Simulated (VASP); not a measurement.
Method: MS2 meta-GGA, VASP's PBE PAW potentials (set 64) (plane waves; VASP).

A VASP calculation is set up with these files.

### KPOINTS
```
Automatic mesh
0
Gamma
14 14 14
0 0 0
```

**POSCAR**
```
Al
1
    0.0000000000     2.0250000000     2.0250000000
    2.0250000000     0.0000000000     2.0250000000
    2.0250000000     2.0250000000     0.0000000000
Al
1
Direct
  0.0000000000   0.0000000000   0.0000000000
```

### INCAR
```
ALGO = Normal
EDIFF = 1E-6
EDIFFG = -0.01
ENCUT = 520
IBRION = 2
ISIF = 3
ISMEAR = 1
LASPH = .True.
LCHARG = .False.
LMIXTAU = .True.
LREAL = .False.
LWAVE = .False.
METAGGA = MS2
NELM = 100
NSW = 60
PREC = Accurate
SIGMA = 0.1
SYSTEM = Al
```

POTCAR, in this order: Al (PBE.64 set). Program: vasp_std.

Output

### OUTCAR
```
 ion  position               nearest neighbor table
   1  0.000  0.000  0.000-
  LATTYP: Found a face centered cubic cell.
 ALAT       =     4.0500000000
 Subroutine PRICEL returns:
 Original cell was already a primitive cell.
 Subroutine GETGRP returns: Found 48 space group operations
The static configuration has the point symmetry O_h .
The dynamic configuration has the point symmetry O_h .
 Subroutine INISYM returns: Found 48 space group operations
 Subroutine IBZKPT returns following result:
 Found    104 irreducible k-points:

 Following reciprocal coordinates:
            Coordinates               Weight
  0.000000  0.000000  0.000000      1.000000
  0.071429  0.000000  0.000000      8.000000
  0.142857  0.000000  0.000000      8.000000
  0.214286  0.000000  0.000000      8.000000
  0.285714  0.000000  0.000000      8.000000
  0.357143  0.000000  0.000000      8.000000
  0.428571  0.000000  0.000000      8.000000
  0.500000  0.000000  0.000000      4.000000
  0.071429  0.071429  0.000000      6.000000
  0.142857  0.071429  0.000000     24.000000
...
```

### OSZICAR
```
       N       E                     dE             d eps       ncg     rms          rms(c)
DAV:   1    -0.675825009523E+01   -0.67583E+01   -0.95295E+02  1135   0.340E+02
DAV:   2    -0.880008850946E+01   -0.20418E+01   -0.19609E+01  1370   0.322E+01
DAV:   3    -0.881372344089E+01   -0.13635E-01   -0.13344E-01  1380   0.304E+00
DAV:   4    -0.881376738692E+01   -0.43946E-04   -0.43864E-04  1380   0.164E-01
DAV:   5    -0.881376761764E+01   -0.23072E-06   -0.23095E-06  1400   0.108E-02    0.588E+00
DAV:   6    -0.765672253102E+01    0.11570E+01   -0.16168E-01  1040   0.472E+00    0.321E+00
DAV:   7    -0.797273171225E+01   -0.31601E+00   -0.16137E-01  1040   0.531E+00    0.676E-01
DAV:   8    -0.761497726778E+01    0.35775E+00   -0.19798E-01  1040   0.504E+00    0.601E-01
DAV:   9    -0.759044823692E+01    0.24529E-01   -0.11457E-01  1040   0.233E+00    0.286E-01
DAV:  10    -0.760783305634E+01   -0.17385E-01   -0.10088E-02  1140   0.883E-01    0.458E-01
DAV:  11    -0.761509166419E+01   -0.72586E-02   -0.33467E-02  1055   0.160E+00    0.101E-01
DAV:  12    -0.761516486624E+01   -0.73202E-04   -0.16860E-03  1190   0.358E-01    0.135E-01
DAV:  13    -0.761521626778E+01   -0.51402E-04   -0.41826E-05  1355   0.550E-02    0.188E-01
DAV:  14    -0.761523234857E+01   -0.16081E-04   -0.12156E-04  1100   0.153E-01    0.872E-02
DAV:  15    -0.761547166453E+01   -0.23932E-03   -0.16419E-03  1045   0.295E-01    0.281E-02
DAV:  16    -0.761546619246E+01    0.54721E-05   -0.47021E-05  1110   0.538E-02    0.619E-02
DAV:  17    -0.761542402811E+01    0.42164E-04   -0.27258E-05  1050   0.581E-02    0.123E-02
DAV:  18    -0.761542662121E+01   -0.25931E-05   -0.68202E-06  1130   0.334E-02    0.864E-03
DAV:  19    -0.761542554236E+01    0.10789E-05   -0.34761E-07   635   0.677E-03    0.120E-02
DAV:  20    -0.761542729877E+01   -0.17564E-05   -0.13580E-06  1080   0.112E-02    0.125E-02
DAV:  21    -0.761542678920E+01    0.50957E-06   -0.33914E-07   545   0.572E-03
   1 F= -.76154268E+01 E0= -.76155812E+01  d E =-.761543E+01
       N       E                     dE             d eps       ncg     rms          rms(c)
DAV:   1    -0.761871469224E+01   -0.32874E-02   -0.74927E-02  1335   0.172E+00    0.484E-01
DAV:   2    -0.761903758592E+01   -0.32289E-03   -0.57136E-03  1060   0.544E-01    0.842E-02
DAV:   3    -0.761897837757E+01    0.59208E-04   -0.63257E-04  1115   0.181E-01    0.712E-02
DAV:   4    -0.761903021511E+01   -0.51838E-04   -0.14369E-04  1060   0.153E-01    0.499E-02
DAV:   5    -0.761898451300E+01    0.45702E-04   -0.21985E-04  1055   0.165E-01    0.287E-02
DAV:   6    -0.761893597363E+01    0.48539E-04   -0.59611E-05  1040   0.104E-01    0.298E-03
DAV:   7    -0.761893162921E+01    0.43444E-05   -0.76789E-06  1070   0.356E-02    0.274E-03
DAV:   8    -0.761893203369E+01   -0.40448E-06   -0.49094E-07   790   0.933E-03
   2 F= -.76189320E+01 E0= -.76189957E+01  d E =-.350524E-02
       N       E                     dE             d eps       ncg     rms          rms(c)
DAV:   1    -0.761903097551E+01   -0.99346E-04   -0.13774E-03  1330   0.233E-01    0.653E-02
DAV:   2    -0.761902977153E+01    0.12040E-05   -0.10440E-04  1050   0.737E-02    0.116E-02
DAV:   3    -0.761902867469E+01    0.10968E-05   -0.14217E-05  1105   0.276E-02    0.981E-03
DAV:   4    -0.761902819123E+01    0.48346E-06   -0.31417E-06  1070   0.228E-02
   3 F= -.76190282E+01 E0= -.76191077E+01  d E =-.360140E-02
```

File OUTCAR:
```
------------------------ aborting loop because EDIFF is reached ----------------------------------------
  FORCE on cell =-STRESS in cart. coord.  units (eV):
  Direction    XX          YY          ZZ          XY          YZ          ZX
  --------------------------------------------------------------------------------------
  Total        0.0019078      0.0019078      0.0019078      0.0000000      0.0000000      0.0000000
  in kB        0.1896445      0.1896445      0.1896445      0.0000000      0.0000000      0.0000000
  external PRESSURE =       0.1896445 kB  Pullay stress =       0.0000000 kB
  volume of cell :       16.12
      direct lattice vectors                 reciprocal lattice vectors
     0.000000000  2.004897025  2.004897025    -0.249389367  0.249389367  0.249389367
     2.004897025 -0.000000000  2.004897025     0.249389367 -0.249389367  0.249389367
     2.004897025  2.004897025 -0.000000000     0.249389367  0.249389367 -0.249389367
 POSITION                                       TOTAL-FORCE (eV/Angst)
 -----------------------------------------------------------------------------------
      0.00000      0.00000      0.00000         0.000000      0.000000      0.000000
 -----------------------------------------------------------------------------------
    total drift:                               -0.000000      0.000000     -0.000000
  FREE ENERGIE OF THE ION-ELECTRON SYSTEM (eV)
  ---------------------------------------------------
  free  energy   TOTEN  =        -7.6190281912 eV

  energy  without entropy=       -7.6192665932  energy(sigma->0) =       -7.61910766

 reached required accuracy - stopping structural energy minimisation
```
(Selected blocks of OUTCAR.)

CONTCAR:
```
Al
   1.00000000000000
     0.0000000000000000    2.0048970246084350    2.0048970246084350
     2.0048970246084350   -0.0000000000000000    2.0048970246084350
     2.0048970246084350    2.0048970246084350   -0.0000000000000000
  Al
     1
Direct
     0.0000000000000000    0.0000000000000000    0.0000000000000000
```

Energy and stress use the plane-wave basis of the starting cell.

The compound is Al in the fcc structure. This run relaxes it. Symmetry was kept, so distortions that lower it aren't found.
